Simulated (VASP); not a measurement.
# Lattice of P, functional by functional, part 3 of 3

How much does the relaxed cell of P depend on the functional? The starting structure is a measured crystal structure from the Crystallography Open Database. The first relaxation on each setting starts from this cell expanded by 3 % in volume.

VASP 6.6.1.

Results so far: PBEsol 17.84 Å³ an atom; LDA 17.34 Å³ an atom; PBE 21.29 Å³ an atom; PBEsol + D3(BJ) 15.84 Å³ an atom; r2SCAN 20.62 Å³ an atom; r2SCAN + rVV10 19.63 Å³ an atom.

## Step 8: Relaxation with vdW-DF-cx (continued)

Level of this step: vdW-DF-cx; plane waves and PAW (P) (VASP).

OUTCAR, selected parts (step 8):

```text
  Total       -0.0002416      0.0196444      0.0026644      0.0000000     -0.0000000      0.0000000
  in kB       -0.0053096      0.4317886      0.0585648      0.0000000     -0.0000000      0.0000000
  external PRESSURE =       0.1616813 kB  Pullay stress =       0.0000000 kB

 POSITION                                       TOTAL-FORCE (eV/Angst)
 -----------------------------------------------------------------------------------
      3.33254     -4.06412      1.80958        -0.000000      0.003715     -0.001805
      3.33254     -1.08440      3.93375         0.000000     -0.003715     -0.001805
      1.66627     -1.08440      2.43875         0.000000     -0.003715      0.001805
      1.66627     -4.06412      0.31458        -0.000000      0.003715      0.001805
 -----------------------------------------------------------------------------------
    total drift:                               -0.000000     -0.000000     -0.000000

  FREE ENERGIE OF THE ION-ELECTRON SYSTEM (eV)
  ---------------------------------------------------
  free  energy   TOTEN  =       -16.7406307756 eV

  energy  without entropy=      -16.7403769553  energy(sigma->0) =      -16.74050387

[... 2 parts as in an earlier step ...]

[... 2 further parts left out ...]
[key lines of the parts left out:]
E-fermi :   7.0297
```

With vdW-DF-cx the relaxed cell holds 18.223 Å³ an atom, -4.26 % against the measured cell, with a = 3.333 Å, b = 10.297 Å and c = 4.248 Å. That is +2.13 % from PBEsol.

## Step 9: Relaxation with TPSS

TPSS is an older meta-GGA.

INCAR reads:

```
SYSTEM = P
PREC = Accurate
ENCUT = 450
EDIFF = 1E-06
NELM = 100
ISMEAR = 0
SIGMA = 0.03
LREAL = .FALSE.
ALGO = Normal
METAGGA = TPSS
LASPH = .TRUE.
NBANDS = 16
LORBIT = 11
LWAVE = .FALSE.
LCHARG = .FALSE.
KPAR = 8
IBRION = 2
NSW = 50
ISIF = 3
EDIFFG = -0.006
```

POSCAR reads:

```
P
1.0
    3.3492377792      0.0000000000      0.0000000000
    0.0000000000      0.0000000000      4.4226622260
    1.6746188896     -5.2939043657      0.0000000000
P
4
Direct
    0.6016200000      0.4193200000      0.7967600000
    0.8983800000      0.9193200000      0.2032400000
    0.3983800000      0.5806800000      0.2032400000
    0.1016200000      0.0806800000      0.7967600000
```

KPOINTS reads:

```
Automatic mesh
0
Gamma
8 6 8
0 0 0
```

Potentials, in the order of the species: P (PBE family, release 64).

The run is started by

```
mpirun -np 8 vasp_std
```

Log:

```text
[... set-up lines as in an earlier step ...]
 entering main loop
       N       E                     dE             d eps       ncg     rms          rms(c)
DAV:   1     0.417256149050E+02    0.41726E+02   -0.80166E+03  2688   0.105E+03
DAV:   2    -0.370516766995E+02   -0.78777E+02   -0.75907E+02  3840   0.204E+02
DAV:   3    -0.407472581101E+02   -0.36956E+01   -0.36723E+01  3712   0.424E+01
DAV:   4    -0.407864207561E+02   -0.39163E-01   -0.39134E-01  3472   0.540E+00
[...]
DAV:  12    -0.404117185293E+02   -0.78239E-06   -0.79262E-05  3528   0.546E-02    0.316E-02
DAV:  13    -0.404117210732E+02   -0.25440E-05   -0.49520E-06  3456   0.166E-02    0.170E-02
DAV:  14    -0.404117217392E+02   -0.66602E-06   -0.26247E-06  2472   0.115E-02
   1 F= -.40411722E+02 E0= -.40411721E+02  d E =-.404117E+02
[... from here on, the cycles between the ionic steps are left out ...]
   2 F= -.40416118E+02 E0= -.40416118E+02  d E =-.439626E-02
   3 F= -.40421262E+02 E0= -.40421262E+02  d E =-.953981E-02
   4 F= -.40421668E+02 E0= -.40421668E+02  d E =-.406814E-03
   5 F= -.40421691E+02 E0= -.40421691E+02  d E =-.429881E-03
   6 F= -.40421801E+02 E0= -.40421801E+02  d E =-.109151E-03
   7 F= -.40421826E+02 E0= -.40421826E+02  d E =-.134120E-03
   8 F= -.40421906E+02 E0= -.40421906E+02  d E =-.806575E-04
   9 F= -.40421999E+02 E0= -.40421999E+02  d E =-.173862E-03
  10 F= -.40422006E+02 E0= -.40422006E+02  d E =-.697618E-05
[...]
trial-energy change:   -0.000007  1 .order   -0.000009   -0.000010   -0.000009
 step:   3.0570(harm=  7.5587)  dis= 0.00088  next Energy=   -40.422047 (dE=-0.478E-04)
 reached required accuracy - stopping structural energy minimisation
```

Elapsed: 7.4 min, on 8 MPI ranks of AMD EPYC 7R43, shared host; peak memory 1.5 GiB; 59 min of CPU time.

OUTCAR, selected parts (step 9):

```text
  Total       -0.0100509      0.0113640      0.0187159      0.0000000      0.0000000      0.0000000
  in kB       -0.2083680      0.2355904      0.3880031      0.0000000      0.0000000      0.0000000
  external PRESSURE =       0.1384085 kB  Pullay stress =       0.0000000 kB

 POSITION                                       TOTAL-FORCE (eV/Angst)
 -----------------------------------------------------------------------------------
      3.31793     -4.23693      1.84081         0.000000     -0.002428     -0.003371
      3.31793     -1.06992      4.03539        -0.000000      0.002428     -0.003371
      1.65897     -1.06992      2.54834        -0.000000      0.002428      0.003371
      1.65897     -4.23693      0.35377         0.000000     -0.002428      0.003371
 -----------------------------------------------------------------------------------
    total drift:                                0.000000      0.000000      0.000000

  FREE ENERGIE OF THE ION-ELECTRON SYSTEM (eV)
  ---------------------------------------------------
  free  energy   TOTEN  =       -40.4220063863 eV

  energy  without entropy=      -40.4220063862  energy(sigma->0) =      -40.42200639

[... 2 parts as in an earlier step ...]

[... 2 further parts left out ...]
[key lines of the parts left out:]
E-fermi :   6.4550
```

With TPSS the relaxed cell holds 19.321 Å³ an atom, +1.51 % against the measured cell, with a = 3.318 Å, b = 10.614 Å and c = 4.389 Å. That is +8.29 % from PBEsol.

## Step 10: Comparison

```
          level  volume (Å³/atom)  against the measured cell (%)   a (Å)    b (Å)   c (Å)  pressure left (GPa)  core minutes
         PBEsol            17.843                          -6.26  3.3144  10.2613   4.197                 0.02          29.5
            LDA             17.34                           -8.9  3.3012  10.1384  4.1448                 0.03          20.6
            PBE             21.29                          11.86  3.3071   11.286  4.5633                 0.01          34.8
PBEsol + D3(BJ)            15.835                          -16.8  3.3353   9.9321  3.8242                  0.0          34.4
         r2SCAN            20.617                           8.32  3.2938  11.0062  4.5497                  0.0         148.0
 r2SCAN + rVV10            19.634                           3.16  3.2971  10.6701  4.4647                -0.01         186.0
      vdW-DF-cx            18.223                          -4.26  3.3325  10.2971  4.2483                 0.02         111.0
           TPSS            19.321                           1.51  3.3179  10.6137  4.3892                 0.01          59.2
```

Core minutes are wall time times ranks, summed over the relaxations behind a row (those for a bulk modulus apart), on shared hosts.

## Step 11: Results

| Property | Result |
| --- | --- |
| volume, PBEsol | 17.84 Å³/atom |
| volume, LDA | 17.34 Å³/atom |
| volume, PBE | 21.29 Å³/atom |
| volume, PBEsol + D3(BJ) | 15.84 Å³/atom |
| volume, r2SCAN | 20.62 Å³/atom |
| volume, r2SCAN + rVV10 | 19.63 Å³/atom |
| volume, vdW-DF-cx | 18.22 Å³/atom |
| volume, TPSS | 19.32 Å³/atom |

What this shows: Across 8 levels the volume of P spans 34.4 %, from 15.84 Å³ an atom (PBEsol + D3(BJ)) to 21.29 Å³ (PBE). Against the measured volume of the starting structure, TPSS comes nearest (+1.5 %) and PBEsol + D3(BJ) lies farthest (-16.8 %). The measured cell holds zero-point expansion and, unless it was taken cold, thermal expansion, which the runs lack, so small differences decide nothing. Adding D3(BJ) to PBEsol changes the volume by -11.2 %. Adding rVV10 to r2SCAN changes the volume by -4.8 %. LASPH is on in some of these runs and off in others, which adds a little to the differences. The bonds form layers, and levels without a dispersion term can match their spacing only by luck. All runs keep the symmetry of the start, so they can't find a distortion of lower symmetry. Further runs on this material are not shown.

[Lines on the potential files, build, host, timing and source positions are cut from VASP's logs without a mark.]

[Logs are printed without paths, hosts, clocks, repeated set-up lines and the standing remarks that a program may print on its own settings, such as how far it seeks lower states.]

[Hosts, paths, dates, database ids (printed as entryN), source tags and the programs' standing remarks are cut or masked in the printed files.]
